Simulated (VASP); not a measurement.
These are PBEsol GGA, VASP's PBE PAW potentials (set 64) (plane waves; VASP) values and carry that method's errors.

VASP input:

File KPOINTS:
```
Automatic mesh
0
Gamma
8 8 8
0 0 0
```

File POSCAR:
```
PbS
5.9575470
  0.0000000000   0.5000000096   0.5000000096
  0.5000000096   0.0000000000   0.5000000096
  0.5000000096   0.5000000096   0.0000000000
Pb S
1 1
Direct
  0.0000000000   0.0000000000   0.0000000000
  0.5000000000   0.5000000000   0.5000000000
```

INCAR:
```
PREC=Accurate
LCHARG=.FALSE.
ISIF=2   # forces and stress, cell fixed
EDIFF=1E-7   # SCF stop (eV)
LASPH=.TRUE.
SYSTEM=PbS
GGA=PS
ISMEAR=0   # Gaussian
LWAVE=.FALSE.
ALGO=Normal   # blocked Davidson
ENCUT=520
LMAXMIX=4
SIGMA=0.05   # width (eV)
NELM=100   # most electronic steps
LREAL=.FALSE.   # projection in real space or not
```

POTCAR, in this order: Pb_d S (PBE.64 set). Program: vasp_std.

Output of the run:

File OUTCAR:
```
 ion  position               nearest neighbor table
   1  0.000  0.000  0.000-   2 2.98   2 2.98   2 2.98   2 2.98   2 2.98   2 2.98
   2  0.500  0.500  0.500-   1 2.98   1 2.98   1 2.98   1 2.98   1 2.98   1 2.98
  LATTYP: Found a face centered cubic cell.
 ALAT       =     5.9575471148
 Subroutine PRICEL returns:
 Original cell was already a primitive cell.
 Subroutine GETGRP returns: Found 48 space group operations
The static configuration has the point symmetry O_h .
The dynamic configuration has the point symmetry O_h .
 Subroutine INISYM returns: Found 48 space group operations
 Subroutine IBZKPT returns following result:
 Found     29 irreducible k-points:

 Following reciprocal coordinates:
            Coordinates               Weight
  0.000000  0.000000  0.000000      1.000000
  0.125000  0.000000  0.000000      8.000000
  0.250000  0.000000  0.000000      8.000000
  0.375000  0.000000  0.000000      8.000000
  0.500000  0.000000  0.000000      4.000000
  0.125000  0.125000  0.000000      6.000000
  0.250000  0.125000  0.000000     24.000000
  0.375000  0.125000  0.000000     24.000000
  0.500000  0.125000  0.000000     24.000000
 -0.375000  0.125000  0.000000     24.000000
 -0.250000  0.125000  0.000000     24.000000
 -0.125000  0.125000  0.000000     12.000000
  0.250000  0.250000  0.000000      6.000000
  0.375000  0.250000  0.000000     24.000000
  0.500000  0.250000  0.000000     24.000000
 -0.375000  0.250000  0.000000     24.000000
 -0.250000  0.250000  0.000000     12.000000
  0.375000  0.375000  0.000000      6.000000
  0.500000  0.375000  0.000000     24.000000
 -0.375000  0.375000  0.000000     12.000000
  0.500000  0.500000  0.000000      3.000000
  0.375000  0.250000  0.125000     24.000000
  0.500000  0.250000  0.125000     48.000000
 -0.375000  0.250000  0.125000     24.000000
  0.500000  0.375000  0.125000     24.000000
 -0.375000  0.375000  0.125000     48.000000
 -0.250000  0.375000  0.125000     24.000000
 -0.375000  0.500000  0.125000     12.000000
 -0.250000  0.500000  0.250000      6.000000
   k-points           NKPTS =     29   k-points in BZ     NKDIM =     29   number of bands    NBANDS=     14
   number of dos      NEDOS =    301   number of ions     NIONS =      2
   total plane-waves  NPLWV =  32768
   dimension x,y,z NGX =    32 NGY =   32 NGZ =   32
   dimension x,y,z NGXF=    64 NGYF=   64 NGZF=   64
   ions per type =               1   1
   PREC   = accura    normal or accurate (medium, high low for compatibility)
   ISTART =      0    job   : 0-new  1-cont  2-samecut
   ICHARG =      2    charge: 1-file 2-atom 10-const
   ISPIN  =      1    spin polarized calculation?
   LNONCOLLINEAR =      F non collinear calculations
   LSORBIT =      F    spin-orbit coupling
   INIWAV =      1    electr: 0-lowe 1-rand  2-diag
   ENCUT  =  520.0 eV  38.22 Ry    6.18 a.u.   7.83  7.83  7.83*2*pi/ulx,y,z
   NELM   =    100;   NELMIN=  2; NELMDL= -5     # of ELM steps
   EDIFF  = 0.1E-06   stopping-criterion for ELM
   LREAL  =      F    real-space projection
   NLSPLINE    = F    spline interpolate recip. space projectors
   LMAXMIX     =    4 max onsite mixed and CHGCAR
   VOSKOWN=      0    Vosko Wilk Nusair interpolation
   EDIFFG = 0.1E-05   stopping-criterion for IOM
   NSW    =      0    number of steps for IOM
   NBLOCK =      1;   KBLOCK =      1    inner block; outer block
   IBRION =     -1    ionic relax: 0-MD 1-quasi-New 2-CG
   NFREE  =      0    steps in history (QN), initial steepest desc. (CG)
   ISIF   =      2    stress and relaxation
   ISYM   =      2    0-nonsym 1-usesym 2-fastsym
   TEIN   =    0.0    initial temperature
   TEBEG  =    0.0;   TEEND  =   0.0 temperature during run
   SMASS  =  -3.00    Nose mass-parameter (am)
...
```

**OSZICAR**
```
       N       E                     dE             d eps       ncg     rms          rms(c)
DAV:   1     0.158607853625E+03    0.15861E+03   -0.98369E+03   812   0.149E+03
DAV:   2     0.313659962017E+01   -0.15547E+03   -0.15137E+03   872   0.355E+02
DAV:   3    -0.956018903018E+01   -0.12697E+02   -0.12636E+02  1088   0.105E+02
DAV:   4    -0.985317086500E+01   -0.29298E+00   -0.29285E+00   894   0.196E+01
DAV:   5    -0.986473372805E+01   -0.11563E-01   -0.11563E-01  1128   0.366E+00    0.425E+00
DAV:   6    -0.945350252032E+01    0.41123E+00   -0.12838E+00  1228   0.917E+00    0.286E+00
DAV:   7    -0.945083447599E+01    0.26680E-02   -0.11888E-01   894   0.202E+00    0.159E+00
DAV:   8    -0.945076779196E+01    0.66684E-04   -0.12574E-02   932   0.136E+00    0.212E-01
DAV:   9    -0.945043305202E+01    0.33474E-03   -0.25407E-03  1194   0.467E-01    0.782E-02
DAV:  10    -0.945051732959E+01   -0.84278E-04   -0.20334E-04   890   0.990E-02    0.392E-02
DAV:  11    -0.945051621438E+01    0.11152E-05   -0.21863E-05  1042   0.583E-02    0.750E-03
DAV:  12    -0.945051638949E+01   -0.17510E-06   -0.11901E-06  1014   0.153E-02    0.428E-03
DAV:  13    -0.945051629853E+01    0.90960E-07   -0.26605E-07   768   0.306E-03
   1 F= -.94505163E+01 E0= -.94505163E+01  d E =-.464514E-07
```

OUTCAR:
```
------------------------ aborting loop because EDIFF is reached ----------------------------------------
  FORCE on cell =-STRESS in cart. coord.  units (eV):
  Direction    XX          YY          ZZ          XY          YZ          ZX
  --------------------------------------------------------------------------------------
  Total       -0.5306427     -0.5306427     -0.5306427      0.0000000     -0.0000000      0.0000000
  in kB      -16.0831217    -16.0831217    -16.0831217      0.0000000     -0.0000000      0.0000000
  external PRESSURE =     -16.0831217 kB  Pullay stress =       0.0000000 kB
  volume of cell :       52.86
      direct lattice vectors                 reciprocal lattice vectors
     0.000000000  2.978773557  2.978773557    -0.167854317  0.167854317  0.167854317
     2.978773557  0.000000000  2.978773557     0.167854317 -0.167854317  0.167854317
     2.978773557  2.978773557  0.000000000     0.167854317  0.167854317 -0.167854317
  FREE ENERGIE OF THE ION-ELECTRON SYSTEM (eV)
  ---------------------------------------------------
  free  energy   TOTEN  =        -9.4505162985 eV

  energy  without entropy=       -9.4505162521  energy(sigma->0) =       -9.45051628
```
(Selected blocks of OUTCAR.)

The compound is PbS in the rock salt structure. This cell is one point of a volume scan, at 1.03 of the reference volume.
